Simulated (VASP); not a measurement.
Given:

```yaml
crystal:
  lattice:
    - [3.07781, 0.00000, 0.00000]
    - [-1.53890, 2.66546, 0.00000]
    - [0.00000, 0.00000, 17.70460]
  atoms:
    - { symbol: Si, position: [0.66667, 0.33333, 0.50000] }
    - { symbol: C, position: [0.33333, 0.66667, 0.50000] }
```

These are r2SCAN meta-GGA, VASP's PBE PAW potentials (set 64) (plane waves; VASP) values and carry that method's errors. Numerical set-up: 520 eV cut-off, 11×11×1 Γ-centred mesh, tetrahedra with Blöchl corrections, potentials Si C.

The cell holds a wide vacuum, so values per volume refer to the whole cell.

### Question
Estimate the energy per atom (σ→0), band gap (over mesh and band path) with the smallest direct gap where there is one.

### Answer

* **band gap (over mesh and band path)**: 2.86 eV
* **smallest direct gap (over mesh and band path)**: 2.91 eV
* **energy per atom (σ→0)**: -878.3 kJ/mol of atoms

Only differences to runs with the same potentials and settings are physical.

The cell is a sheet with vacuum, built from a generated structure.
